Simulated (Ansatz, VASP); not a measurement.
# MoS2 in two plane-wave programs, part 3 of 3

Aim: how closely do two programs agree when they are given the same cell, functional and k mesh? The cell is taken from a series of runs on this material, whose earlier steps may have relaxed, scaled, displaced or heated it; both programs get it as it stands.

VASP 6.6.1 and Ansatz 0.2.0.

So far. Step 6 (VASP: single point, PBEsol, pair 2): The run ends at a pressure of -0.25 GPa, with forces up to 0.0029 eV/Å.

## Step 8: VASP: single point, PBE, spin-orbit coupling

Level of this step: PBE, spin-orbit coupling, no spin polarisation; plane waves and PAW (Mo_sv, S) (VASP).

With cell and atoms fixed, the geometry can't cause a difference; cores, projectors, grids and the points listed under the comparison can.

INCAR reads:

```
SYSTEM = MoS2
PREC = Accurate
ENCUT = 400
EDIFF = 1E-06
NELM = 200
ISMEAR = 0
SIGMA = 0.01
LREAL = .FALSE.
ALGO = Normal
GGA = PE
LNONCOLLINEAR = .TRUE.
MAGMOM = 0 0 0 0 0 0 0 0 0
NBANDS = 38
GGA_COMPAT = .FALSE.
LASPH = .TRUE.
LSORBIT = .TRUE.
LMAXMIX = 4
LORBIT = 11
LWAVE = .FALSE.
LCHARG = .FALSE.
ISIF = 2
EFERMI = MIDGAP
KPAR = 2
```

POSCAR reads:

```
MoS2
1.0
    1.5715565282      0.9073384143      6.2818355385
   -1.5715565282      0.9073384143      6.2818355385
    0.0000000000     -1.8146773395      6.2818354647
Mo S
1 2
Direct
    0.0001015366      0.0001015366      0.0001015366
    0.2507718236      0.2507718236      0.2507718236
    0.4161266398      0.4161266398      0.4161266398
```

KPOINTS reads:

```
Automatic mesh
0
Gamma
12 12 12
0 0 0
```

The projector-augmented-wave data sets are Mo_sv and S (PBE family, release 64).

Command:

```bash
mpirun -np 2 vasp_ncl
```

Numbers of over 12 decimals in the logs are rounded to 6 here.

What it wrote:

```text
[banner, memory and clock lines left out]
running    2 mpi-ranks, on    1 nodes
[...]
LDA part: xc-table for (Slater+PW92), standard interpolation
 POSCAR, INCAR and KPOINTS ok, starting setup
[...]
entering main loop
       N       E                     dE             d eps       ncg     rms          rms(c)
DAV:   1     0.179169352244E+03    0.17917E+03   -0.12064E+04 30280   0.106E+03
DAV:   2    -0.143560674022E+02   -0.19353E+03   -0.18570E+03 33392   0.311E+02
DAV:   3    -0.231790302625E+02   -0.88230E+01   -0.86876E+01 33650   0.613E+01
DAV:   4    -0.233243908138E+02   -0.14536E+00   -0.14521E+00 33558   0.825E+00
[...]
DAV:  13    -0.218959932601E+02   -0.90746E-05   -0.26634E-05 30894   0.378E-02    0.150E-02
DAV:  14    -0.218959982773E+02   -0.50172E-05   -0.58475E-06 28692   0.169E-02    0.396E-03
DAV:  15    -0.218959986894E+02   -0.41215E-06   -0.40211E-07 24030   0.437E-03
   1 F= -.21895999E+02 E0= -.21895999E+02  d E =0.000000E+00  mag=     0.0000    -0.0000     0.0000
```

OUTCAR, selected parts (step 8):

```text
  Total        1.6023084      1.6023084      1.3631823      0.0000000      0.0000000     -0.0000000
  in kB       47.7660679     47.7660679     40.6375323      0.0000000      0.0000002     -0.0000000
  external PRESSURE =      45.3898894 kB  Pullay stress =       0.0000000 kB

 POSITION                                       TOTAL-FORCE (eV/Angst)
 -----------------------------------------------------------------------------------
      0.00000     -0.00000      0.00191         0.000000      0.000000     -0.000455
      0.00000     -0.00000      4.72592         0.000000      0.000000     -0.263827
      0.00000     -0.00000      7.84212         0.000000     -0.000000      0.264281
 -----------------------------------------------------------------------------------
    total drift:                                0.000000     -0.000000     -0.000126

  FREE ENERGIE OF THE ION-ELECTRON SYSTEM (eV)
  ---------------------------------------------------
  free  energy   TOTEN  =       -21.8959986894 eV

  energy  without entropy=      -21.8959986894  energy(sigma->0) =      -21.89599869

 magnetization (x)
# of ion       s       p       d       tot
------------------------------------------
    1        0.000  -0.000   0.000  -0.000
    2        0.000  -0.000   0.000  -0.000
    3        0.000   0.000   0.000   0.000
--------------------------------------------------
tot          0.000  -0.000   0.000  -0.000

 magnetization (y)
# of ion       s       p       d       tot
------------------------------------------
    1        0.000   0.000  -0.000  -0.000
    2        0.000   0.000   0.000   0.000
    3        0.000   0.000   0.000   0.000
--------------------------------------------------
tot          0.000   0.000  -0.000  -0.000

 magnetization (z)
# of ion       s       p       d       tot
------------------------------------------
    1        0.000   0.000   0.000   0.000
    2        0.000   0.000   0.000   0.000
    3        0.000   0.000   0.000   0.000
--------------------------------------------------
tot          0.000   0.000   0.000   0.000

[... 1 part as in an earlier step ...]

[... 2 further parts left out ...]
[key lines of the parts left out:]
E-fermi :   7.8809
```

The run ends at a pressure of 4.54 GPa, with forces up to 0.26 eV/Å.

## Step 9: Ansatz: single point, PBE, spin-orbit coupling

The same cell, functional, mesh and smearing now go to Ansatz, which takes its cutoff from its data sets.

The cell is taken from a series of runs on this material, whose earlier steps may have relaxed, scaled, displaced or heated it; both programs get it as it stands.

input.yaml reads:

```yaml
crystal:
  lattice:
    - [1.5715565282, 0.9073384143, 6.2818355385]
    - [-1.5715565282, 0.9073384143, 6.2818355385]
    - [0.0, -1.8146773395, 6.2818354647]
  atoms:
    - { symbol: Mo, position: [1.0001015366, 0.0001015366, 0.0001015366] }
    - { symbol: S, position: [0.2507718236, 0.2507718236, 0.2507718236] }
    - { symbol: S, position: [0.4161266398, 0.4161266398, 0.4161266398] }
kpoints:
  mp_grid: { grid: [12, 12, 12] }
hamiltonian:
  xc: pbe
  pseudopotentials: { kind: paw_fr }
scf:
  occupations: { method: gaussian, width: 0.01 }
  n_extra_bands: 18
output:
  eigenvalues: true
  eigenstates:
    kpoints:
      - [0.0, 0.18129992, -0.18129992]
      - [0.002000968, 0.179298952, -0.18129992]
      - [0.001155259, 0.182455179, -0.183610439]
      - [0.007998281, 0.189298201, -0.173301639]
      - [0.00223179, 0.180701914, -0.182933704]
      - [0.000598006, 0.17906813, -0.179666136]
      - [0.007070537, 0.185540661, -0.175644281]
      - [-0.004240741, 0.174229383, -0.186955559]
      - [0.006472531, 0.187772451, -0.177278065]
      - [-0.004838747, 0.176461172, -0.188589343]
      - [0.006440058, 0.18542946, -0.178016089]
      - [-0.002795561, 0.17619384, -0.187251709]
      - [0.00510608, 0.184095481, -0.175348131]
      - [0.00412954, 0.187739978, -0.178016089]
      - [-0.002000968, 0.183300888, -0.18129992]
      - [-0.001155259, 0.180144661, -0.178989401]
      - [-0.007998281, 0.173301639, -0.189298201]
      - [-0.00223179, 0.181897926, -0.179666136]
      - [-0.000598006, 0.18353171, -0.182933704]
      - [-0.007070537, 0.177059179, -0.186955559]
      - [0.004240741, 0.188370457, -0.175644281]
      - [-0.006472531, 0.174827389, -0.185321775]
      - [0.004838747, 0.186138667, -0.174010497]
      - [-0.006440058, 0.17717038, -0.184583751]
      - [0.002795561, 0.186406, -0.175348131]
      - [-0.00510608, 0.178504359, -0.187251709]
      - [-0.00412954, 0.174859861, -0.184583751]
      - [0.00750363, 0.17379629, -0.18129992]
      - [0.004332222, 0.185632142, -0.189964366]
      - [0.029993555, 0.211293475, -0.151306365]
      - [0.008369211, 0.179057396, -0.187426609]
      - [0.002242524, 0.172930709, -0.175173231]
      - [0.026514514, 0.197202699, -0.160091274]
      - [-0.015902779, 0.154785406, -0.202508566]
      - [0.02427199, 0.20557191, -0.166217962]
      - [-0.018145303, 0.163154617, -0.208635255]
      - [0.024150219, 0.196785694, -0.168985553]
      - [-0.010483355, 0.16215212, -0.203619127]
      - [0.0191478, 0.191783275, -0.158980713]
      - [0.015485774, 0.205450139, -0.168985553]
      - [-0.00750363, 0.18880355, -0.18129992]
      - [-0.004332222, 0.176967698, -0.172635474]
      - [-0.029993555, 0.151306365, -0.211293475]
      - [-0.008369211, 0.183542444, -0.175173231]
      - [-0.002242524, 0.189669131, -0.187426609]
      - [-0.026514514, 0.165397141, -0.202508566]
      - [0.015902779, 0.207814434, -0.160091274]
      - [-0.02427199, 0.15702793, -0.196381877]
      - [0.018145303, 0.199445223, -0.153964585]
      - [-0.024150219, 0.165814146, -0.193614287]
      - [0.010483355, 0.20044772, -0.158980713]
      - [-0.0191478, 0.170816565, -0.203619127]
      - [-0.015485774, 0.157149701, -0.193614287]
      - [0.164605626, -0.5, -0.164605626]
      - [0.166606594, -0.502000968, -0.164605626]
      - [0.165760885, -0.498844741, -0.166916145]
      - [0.172603908, -0.492001719, -0.156607345]
      - [0.166837416, -0.500598006, -0.16623941]
      - [0.165203633, -0.50223179, -0.162971843]
      - [0.171676163, -0.495759259, -0.158949987]
      - [0.160364885, -0.507070537, -0.170261265]
      - [0.171078157, -0.493527469, -0.160583771]
      - [0.159766879, -0.504838747, -0.171895049]
      - [0.171045685, -0.49587046, -0.161321795]
      - [0.161810065, -0.50510608, -0.170557415]
      - [0.169711706, -0.497204439, -0.158653838]
      - [0.168735166, -0.493559942, -0.161321795]
      - [0.162604658, -0.497999032, -0.164605626]
      - [0.163450367, -0.501155259, -0.162295107]
      - [0.156607345, -0.507998281, -0.172603908]
      - [0.162373837, -0.499401994, -0.162971843]
      - [0.16400762, -0.49776821, -0.16623941]
      - [0.157535089, -0.504240741, -0.170261265]
      - [0.168846367, -0.492929463, -0.158949987]
      - [0.158133096, -0.506472531, -0.168627482]
      - [0.169444374, -0.495161253, -0.157316204]
      - [0.158165568, -0.50412954, -0.167889457]
      - [0.167401188, -0.49489392, -0.158653838]
      - [0.159499546, -0.502795561, -0.170557415]
      - [0.160476087, -0.506440058, -0.167889457]
      - [0.172109256, -0.50750363, -0.164605626]
      - [0.168937848, -0.495667778, -0.173270072]
      - [0.194599182, -0.470006445, -0.134612071]
      - [0.172974837, -0.502242524, -0.170732315]
      - [0.16684815, -0.508369211, -0.158478938]
      - [0.19112014, -0.484097221, -0.14339698]
      - [0.148702847, -0.526514514, -0.185814272]
      - [0.188877616, -0.47572801, -0.149523669]
      - [0.146460323, -0.518145303, -0.191940961]
      - [0.188755846, -0.484514226, -0.15229126]
      - [0.154122271, -0.5191478, -0.186924834]
      - [0.183753427, -0.489516645, -0.142286419]
      - [0.1800914, -0.475849781, -0.15229126]
      - [0.157101997, -0.49249637, -0.164605626]
      - [0.160273404, -0.504332222, -0.15594118]
      - [0.134612071, -0.529993555, -0.194599181]
      - [0.156236415, -0.497757476, -0.158478938]
      - [0.162363102, -0.491630789, -0.170732315]
      - [0.138091112, -0.515902779, -0.185814272]
      - [0.180508405, -0.473485486, -0.14339698]
      - [0.140333636, -0.52427199, -0.179687584]
      - [0.182750929, -0.481854697, -0.137270292]
      - [0.140455407, -0.515485774, -0.176919993]
      - [0.175088981, -0.4808522, -0.142286419]
      - [0.145457826, -0.510483355, -0.186924834]
      - [0.149119852, -0.524150219, -0.176919993]
      - [-0.5, -0.5, -0.5]
      - [-0.497999032, -0.502000968, -0.5]
      - [-0.498844741, -0.498844741, -0.502310519]
      - [-0.492001719, -0.492001719, -0.492001719]
      - [-0.49776821, -0.500598006, -0.501633784]
      - [-0.499401994, -0.50223179, -0.498366216]
      - [-0.492929463, -0.495759259, -0.494344361]
      - [-0.504240741, -0.507070537, -0.505655639]
      - [-0.493527469, -0.493527469, -0.495978145]
      - [-0.504838747, -0.504838747, -0.507289423]
      - [-0.493559942, -0.49587046, -0.496716169]
      - [-0.502795561, -0.50510608, -0.505951789]
      - [-0.49489392, -0.497204439, -0.494048211]
      - [-0.49587046, -0.493559942, -0.496716169]
      - [-0.502000968, -0.497999032, -0.5]
      - [-0.501155259, -0.501155259, -0.497689481]
      - [-0.507998281, -0.507998281, -0.507998281]
      - [-0.50223179, -0.499401994, -0.498366216]
      - [-0.500598006, -0.49776821, -0.501633784]
      - [-0.507070537, -0.504240741, -0.505655639]
      - [-0.495759259, -0.492929463, -0.494344361]
      - [-0.506472531, -0.506472531, -0.504021855]
      - [-0.495161253, -0.495161253, -0.492710577]
      - [-0.506440058, -0.50412954, -0.503283831]
      - [-0.497204439, -0.49489392, -0.494048211]
      - [-0.50510608, -0.502795561, -0.505951789]
      - [-0.50412954, -0.506440058, -0.503283831]
      - [-0.49249637, -0.50750363, -0.5]
      - [-0.495667778, -0.495667778, -0.508664446]
      - [-0.470006445, -0.470006445, -0.470006445]
      - [-0.491630789, -0.502242524, -0.506126689]
      - [-0.497757476, -0.508369211, -0.493873311]
      - [-0.473485486, -0.484097221, -0.478791354]
      - [-0.515902779, -0.526514514, -0.521208646]
      - [-0.47572801, -0.47572801, -0.484918042]
      - [-0.518145303, -0.518145303, -0.527335335]
      - [-0.475849781, -0.484514226, -0.487685633]
      - [-0.510483355, -0.5191478, -0.522319207]
      - [-0.4808522, -0.489516645, -0.477680793]
      - [-0.484514226, -0.475849781, -0.487685633]
      - [-0.50750363, -0.49249637, -0.5]
      - [-0.504332222, -0.504332222, -0.491335554]
      - [-0.529993555, -0.529993555, -0.529993555]
      - [-0.508369211, -0.497757476, -0.493873311]
      - [-0.502242524, -0.491630789, -0.506126689]
      - [-0.526514514, -0.515902779, -0.521208646]
      - [-0.484097221, -0.473485486, -0.478791354]
      - [-0.52427199, -0.52427199, -0.515081958]
      - [-0.481854697, -0.481854697, -0.472664665]
      - [-0.524150219, -0.515485774, -0.512314367]
      - [-0.489516645, -0.4808522, -0.477680793]
      - [-0.5191478, -0.510483355, -0.522319207]
      - [-0.515485774, -0.524150219, -0.512314367]
      - [0.168607943, -0.5, -0.168607943]
      - [0.170608911, -0.502000968, -0.168607943]
      - [0.169763202, -0.498844741, -0.170918462]
      - [0.176606225, -0.492001719, -0.160609662]
      - [0.170839733, -0.500598006, -0.170241727]
      - [0.16920595, -0.50223179, -0.166974159]
      - [0.17567848, -0.495759259, -0.162952304]
      - [0.164367202, -0.507070537, -0.174263582]
      - [0.175080474, -0.493527469, -0.164586088]
      - [0.163769196, -0.504838747, -0.175897366]
      - [0.175048002, -0.49587046, -0.165324112]
      - [0.165812382, -0.50510608, -0.174559732]
      - [0.173714023, -0.497204439, -0.162656154]
      - [0.172737483, -0.493559942, -0.165324112]
      - [0.166606975, -0.497999032, -0.168607943]
      - [0.167452684, -0.501155259, -0.166297424]
      - [0.160609662, -0.507998281, -0.176606224]
      - [0.166376154, -0.499401994, -0.166974159]
      - [0.168009937, -0.49776821, -0.170241727]
      - [0.161537406, -0.504240741, -0.174263582]
      - [0.172848684, -0.492929463, -0.162952304]
      - [0.162135413, -0.506472531, -0.172629798]
      - [0.173446691, -0.495161253, -0.161318521]
      - [0.162167885, -0.50412954, -0.171891774]
      - [0.171403504, -0.49489392, -0.162656154]
      - [0.163501863, -0.502795561, -0.174559732]
      - [0.164478403, -0.506440058, -0.171891774]
      - [0.176111573, -0.50750363, -0.168607943]
      - [0.172940165, -0.495667778, -0.177272389]
      - [0.198601498, -0.470006445, -0.138614388]
      - [0.176977154, -0.502242524, -0.174734632]
      - [0.170850467, -0.508369211, -0.162481255]
      - [0.195122457, -0.484097221, -0.147399297]
      - [0.152705164, -0.526514514, -0.189816589]
      - [0.192879933, -0.47572801, -0.153525986]
      - [0.15046264, -0.518145303, -0.195943278]
      - [0.192758162, -0.484514226, -0.156293576]
      - [0.158124588, -0.5191478, -0.19092715]
      - [0.187755744, -0.489516645, -0.146288736]
      - [0.184093717, -0.475849781, -0.156293576]
      - [0.161104313, -0.49249637, -0.168607943]
      - [0.164275721, -0.504332222, -0.159943497]
      - [0.138614388, -0.529993555, -0.198601498]
      - [0.160238732, -0.497757476, -0.162481255]
      - [0.166365419, -0.491630789, -0.174734632]
      - [0.142093429, -0.515902779, -0.189816589]
      - [0.184510722, -0.473485486, -0.147399297]
      - [0.144335953, -0.52427199, -0.183689901]
      - [0.186753246, -0.481854697, -0.141272608]
      - [0.144457724, -0.515485774, -0.18092231]
      - [0.179091298, -0.4808522, -0.146288736]
      - [0.149460143, -0.510483355, -0.19092715]
      - [0.153122169, -0.524150219, -0.18092231]
magnetization:
  noncollinear: true
  spin_orbit: true
checkpoint:
  read: start.run
  write: ck
  compress: false
  write_wavefunctions: false
  write_every: 100000
```

Command:

```bash
ansatz run input.yaml --threads 2 --pin off --max-ram 5120MiB --backend cpu --events-out ev --progress --plain --runs-dir out
```

What it wrote:

```text
[...]
k-point 0: bands = [... 22 lower, 9.4282, 9.4282, 9.6520, 9.6520, 12.9476, 12.9476, 13.0293, 13.0293, ... 14 higher]
  k-point 1: bands = [... 22 lower, 9.5507, 9.5575, 9.7521, 9.7570, 12.8809, 12.9033, 12.9747, 12.9966, ... 14 higher]
  k-point 2: bands = [... 22 lower, 9.4849, 9.4908, 9.7043, 9.7054, 12.3434, 12.3518, 12.9411, 12.9433, ... 14 higher]
  k-point 188: bands = [... 22 lower, 8.7335, 8.7335, 10.7662, 10.7662, 13.0216, 13.0216, 13.0967, 13.0967, ... 14 higher]
[key lines of the parts left out:]
SCF converged after 3 iterations
Magnetization: |M| = 0.0000 μB,  M = (+0.0000, +0.0000, +0.0000) μB
Free energy (F): -6763.942601 eV
Fermi energy:    11.277113 eV
```

## Step 10: Differences

What differs besides the data sets and the points named for the pairs above, as far as they apply: spin-orbit coupling enters by fully relativistic files in Ansatz and inside the spheres in VASP. Total energies have different zeros and are not compared.

The two programs side by side:

```
              quantity  Ansatz   VASP  difference
gap on the k mesh (eV)   1.022  1.036      -0.014
```

A gap on the mesh is an upper bound, since the band edges may lie between its points.

## Step 11: Summary of results

- difference in gap on the k mesh (single point, PBEsol, pair 1): -0.015 eV
- difference in gap on the k mesh (single point, PBEsol, pair 2): -0.015 eV
- difference in gap on the k mesh (single point, PBE, spin-orbit coupling): -0.014 eV

What this shows: The difference in gap on the k mesh is -0.015 eV (single point, PBEsol, pair 1), within the 0.08 eV picked in this series as the mark of a large difference. 1 further run of this series is not shown here. How closely two codes agree says nothing of how well the functional describes the real material.

[Lines on the potential files, build, host, timing and source positions are cut from VASP's logs without a mark.]

[Logs are printed without paths, hosts, clocks, repeated set-up lines and the standing remarks that a program may print on its own settings, such as how far it seeks lower states.]

[Hosts, paths, dates, database ids (printed as entryN), source tags and the programs' standing remarks are cut or masked in the printed files.]
